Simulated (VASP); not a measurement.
Given:

```
CELL_PARAMETERS angstrom
      6.25706     0.00000     0.00000
      0.00000     6.25706     0.00000
      0.00000     0.00000     6.25706
ATOMIC_POSITIONS crystal
  Cd 0.00000 0.00000 0.00000
  Cd 0.50000 0.50000 0.00000
  Cd 0.50000 0.00000 0.50000
  Te 0.22738 0.27262 0.27262
  Te 0.77262 0.72738 0.27262
  Te 0.77262 0.27262 0.72738
  Te 0.22738 0.72738 0.72738
  Be 0.00000 0.50000 0.50000
```

Method: PBEsol GGA, VASP's PBE PAW potentials (set 64) (plane waves; VASP). Run with 400 eV cut-off, 4×4×4 Γ-centred mesh, tetrahedra with Blöchl corrections, potentials Cd Te Be.

The cores are frozen, which limits the accuracy of field gradients.

Give the principal components of the electric field gradient (V/Å²) and the asymmetry η at each nucleus.

```json
[
 {"atom": "Cd1", "Vxx": "-24.5", "Vyy": "-24.5", "Vzz": "49.0", "η": "0.00"},
 {"atom": "Cd2", "Vxx": "-24.5", "Vyy": "-24.5", "Vzz": "49.0", "η": "0.00"},
 {"atom": "Cd3", "Vxx": "-24.5", "Vyy": "-24.5", "Vzz": "49.0", "η": "0.00"},
 {"atom": "Te4", "Vxx": "-18.5", "Vyy": "-18.5", "Vzz": "37.0", "η": "0.00"},
 {"atom": "Te5", "Vxx": "-18.5", "Vyy": "-18.5", "Vzz": "37.0", "η": "0.00"},
 {"atom": "Te6", "Vxx": "-18.5", "Vyy": "-18.5", "Vzz": "37.0", "η": "0.00"},
 {"atom": "Te7", "Vxx": "-18.5", "Vyy": "-18.5", "Vzz": "37.0", "η": "0.00"},
 {"atom": "Be8", "Vxx": "0.0", "Vyy": "0.0", "Vzz": "0.0", "η": "-"}
]
```

The structure was generated: BeCd3Te4 was put into an ordered model structure (P-43m), which need not be its known phase. It was relaxed first.
